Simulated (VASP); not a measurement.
Given:

```
SrCl2
1.0
    0.00000     3.48879     3.48879
    3.48879     0.00000     3.48879
    3.48879     3.48879     0.00000
Sr Cl
1 2
Direct
  0.00000   0.00000   0.00000
  0.25000   0.25000   0.25000
  0.75000   0.75000   0.75000
```

The numbers are results of SCAN meta-GGA, VASP's PBE PAW potentials (set 64) (plane waves; VASP 6.6.1), not measurements. Settings: 520 eV cut-off, 6×6×6 Γ-centred mesh, Gaussian smearing of 0.050 eV, potentials Sr_sv Cl.

The job: SrCl2 (fluorite), 3 atoms, SCAN, static run, 520 eV, 6×6×6 Γ-centred mesh. Roughly how much core time does it take on a busy server core?

About 2 core-minutes (one run on a shared machine, a rough figure). It had 16 irreducible k-points, 16 bands, up to 2301 plane waves and 22 electronic steps.

The compound is SrCl2 in the fluorite structure. It was relaxed first.
